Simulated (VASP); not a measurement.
Input:

```
Li2O
1.0
    0.00000     2.31853     2.31853
    2.31853     0.00000     2.31853
    2.31853     2.31853     0.00000
Li O
2 1
Direct
  0.25000   0.25000   0.25000
  0.75000   0.75000   0.75000
  0.00000   0.00000   0.00000
```

Calculation: vdW-DF-cx, VASP's PBE PAW potentials (set 64) (plane waves; VASP). Run with 520 eV cut-off, 7×7×7 Γ-centred mesh, Gaussian smearing of 0.050 eV, potentials Li_sv O.

**Question.** Predict the energy per atom (σ→0).

**Answer.** 
The energy per atom (σ→0) is -3.652 eV/atom.

Only differences to runs with the same potentials and settings are physical.

The compound is Li2O in the antifluorite structure. It was relaxed first. The start is the result of an earlier pass.
